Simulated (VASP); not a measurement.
An input for Ansatz (written as the equivalent of a VASP run, and not itself run):

Ansatz 0.2 input:
```yaml
crystal:
  lattice:
    - [0.0000000, 2.7433072, 2.7433072]
    - [2.7433072, 0.0000000, 2.7433072]
    - [2.7433072, 2.7433072, 0.0000000]
  atoms:
    - { symbol: Cd, position: [0.0000000, 0.0000000, 0.0000000] }
    - { symbol: F, position: [0.2500000, 0.2500000, 0.2500000] }
    - { symbol: F, position: [0.7500000, 0.7500000, 0.7500000] }
kpoints:
  mp_grid: { grid: [6, 6, 6] }
hamiltonian:
  xc: pbe
  pseudopotentials: { kind: paw }
scf:
  occupations: { method: gaussian, width: 0.05 }
  max_iter: 100
relax:
  max_steps: 60
  f_tol: 0.02
  cell: {}
output: { forces: true, stress: true, eigenvalues: true }
```

### Question
Write the VASP files for the same calculation (PBE).

### Answer
Several could match; the one computed here: 
POSCAR:
```
CdF2
1
   -0.0000000000     2.7433071559     2.7433071559
    2.7433071559    -0.0000000000     2.7433071559
    2.7433071559     2.7433071559    -0.0000000000
Cd F
1 2
Direct
  0.0000000000   0.0000000000   0.0000000000
  0.2500000000   0.2500000000   0.2500000000
  0.7500000000   0.7500000000   0.7500000000
```

**INCAR**
```
ENCUT = 520
LASPH = .True.   ! aspherical one-centre terms
EDIFFG = -0.02   ! ionic stop
LCHARG = .False.
SIGMA = 0.05
NELM = 100
EDIFF = 1E-6   ! SCF stop (eV)
IBRION = 2   ! conjugate gradients
LMAXMIX = 4   ! l cut-off of mixed one-centre charges
SYSTEM = CdF2
LWAVE = .False.
NSW = 60
PREC = Accurate
ISMEAR = 0   ! Gaussian
LREAL = .False.
GGA = PE
ALGO = Normal   ! blocked Davidson
ISIF = 3   ! ions, shape and volume
```

**KPOINTS**
```
Automatic mesh
0
Gamma
6 6 6
0 0 0
```

POTCAR, in this order: Cd F (PBE.64 set). Program: vasp_std.

Limits of the translation: each code has its own PAW files, so the cut-off isn't converted (ENCUT is set for VASP's; basis.ecutwfc is left out, and Ansatz then takes the one that its files recommend); Ansatz stops its SCF on the density residual and VASP on the energy change (EDIFF).

The compound is CdF2 in the fluorite structure. This run relaxes it. Symmetry was kept, so distortions that lower it aren't found. The start is the result of an earlier pass.
